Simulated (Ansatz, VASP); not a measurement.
## One calculation of SiRh3, two programs

```
CELL_PARAMETERS angstrom
-1.94637 1.94637 3.69364
1.94637 -1.94637 3.69364
1.94637 1.94637 -3.69364
ATOMIC_POSITIONS crystal
Rh 0.50000 0.50000 0.00000
Rh 0.25000 0.75000 0.50000
Rh 0.75000 0.25000 0.50000
Si 0.00000 0.00000 0.00000
```

Change from the starting cell: volume scaled by 1.02.

Alike in both runs: task single point; functional PBE; k mesh 10 × 10 × 10; occupations fermi-dirac, width 0.05 eV; no spin polarisation.

|  | VASP | Ansatz |
| --- | --- | --- |
| version | VASP 6.6.1 | Ansatz 0.2.0 |
| potentials or method | VASP PAW PBE potentials, release 64 (Rh_pv, Si) | Ansatz PAW |
| plane-wave cutoff (eV) | 520 | 420 |
| valence electrons in the cell | 49 | 55 |

```tsv
	VASP	Ansatz	Ansatz less VASP
gap on the k mesh at the Fermi level (eV)	none	none	-
pressure (GPa)	-6.4	-6.5	-0.03
largest component of the traceless stress (GPa)	0.08	0.08	-0.008
```

A gap of «none» marks a metal or a gap that the smearing closes. The functional is the same, so the differences come from potentials, cutoffs and numerics. The two sets of potentials don't hold the same shells in valence.
